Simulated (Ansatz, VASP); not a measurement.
# Two plane-wave programs on KAl3O

```
K Al O
1.0
     3.80089    0.00000    0.00000
     0.00000    3.80089    0.00000
     0.00000    0.00000    8.13270
K Al O
1 3 1
Direct
  0.50000 0.50000 0.81232
  0.00000 0.50000 0.36087
  0.00000 0.00000 0.11741
  0.50000 0.00000 0.36087
  0.00000 0.00000 0.91023
```

Change from the starting cell: species swapped into the CsInBr3 type (P4mm, No. 99).

Alike in both runs: functional PBE; k mesh 8 × 8 × 8; occupations gaussian, width 0.1 eV; no spin polarisation.

Ansatz relaxed the structure, and its values are those at the end. VASP's run is a single point on that final structure, the one shown.

```csv
,VASP,Ansatz
version,VASP 6.6.1,Ansatz 0.2.0
potentials or method,"VASP PAW PBE potentials, release 64 (K_sv, Al, O)","scalar-relativistic, plane waves, PAW"
plane-wave cutoff (eV),520,420
valence electrons in the cell,24,24
```

Ansatz gave:

| Quantity | Value |
| --- | --- |
| gap on the k mesh at the Fermi level (eV) | none |
| pressure (GPa) | 0.0 |
| rms of the force components (eV/Å) | 0.003 |

**Question.** What did VASP give for the same quantities?

**Answer.** gap on the k mesh at the Fermi level (eV): none; pressure (GPa): 0.1; rms of the force components (eV/Å): 0.027.

A gap of «none» marks a metal or a gap that the smearing closes.
